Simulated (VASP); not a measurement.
Consider the following.

```yaml
crystal:
  lattice:
    - [0.00102, 5.83986, 5.83564]
    - [5.83986, 0.00102, 5.83564]
    - [2.92044, 2.92044, 0.00000]
  atoms:
    - { symbol: Hg, position: [0.99982, 0.99982, 0.00035] }
    - { symbol: S, position: [0.12643, 0.12643, 0.24714] }
    - { symbol: S, position: [0.12571, 0.62270, 0.25160] }
    - { symbol: S, position: [0.62270, 0.12571, 0.25160] }
    - { symbol: S, position: [0.62498, 0.62498, 0.25003] }
    - { symbol: Cd, position: [0.99941, 0.50063, 0.99996] }
    - { symbol: Cd, position: [0.50063, 0.99941, 0.99996] }
    - { symbol: Cd, position: [0.50032, 0.50032, 0.99936] }
```

Method: PBEsol GGA, VASP's PBE PAW potentials (set 64) (plane waves; VASP 6.6.1). Run with 400 eV cut-off, 4×4×7 Γ-centred mesh, tetrahedra with Blöchl corrections, potentials Hg S Cd.

Unless said otherwise, spin-orbit coupling is left out, though it shifts the bands of the heavy elements here.

### Question
Predict the energy per atom (σ→0), band gap (on the k-mesh) with the smallest direct gap where there is one.

### Answer

The band gap (on the k-mesh) is 0.53 eV, the smallest direct gap (on the k-mesh) is 0.53 eV and the energy per atom (σ→0) is -3.212 eV/atom.

The absolute energy has meaning only against runs of the same code, potentials and settings.

The structure was generated: Cd3HgS4 was put into an ordered model structure (Amm2), which need not be its known phase. It was relaxed first.
